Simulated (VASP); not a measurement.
Runs of VASP 6.6.1 on C. The structure is cubic, space group Fd-3m (No. 227). The conventional cell has a = 3.567 Å, b = 3.567 Å, c = 3.567 Å, α = 90.00°, β = 90.00°, γ = 90.00°. C (site symmetry -43m) is surrounded by 4 C at 1.54 Å. This isn't the form of C at room conditions, which is graphite.

```csv
level,potentials or basis,grid for exact exchange (PRECFOCK),screening parameter,exchange at q = 0,gap on the mesh (eV)
HSE06,"VASP PAW PBE potentials, release 64 (C)",Fast,0.2 1/A,-,(a)
LDA,"VASP PAW LDA potentials, release 64 (C)",-,-,-,4.09
PBE,"VASP PAW PBE potentials, release 64 (C)",-,-,-,4.12
PBE0,"VASP PAW PBE potentials, release 64 (C)",Fast,-,truncated,6.02
```

Alike in all rows: task single point; no spin polarisation; cell as given; k mesh 8 × 8 × 8; cutoff (eV) 420; smearing gaussian 0.05 eV.

Problem. Estimate the missing entries.

Solution. (a) 5.29.

A k mesh can miss the band edges.
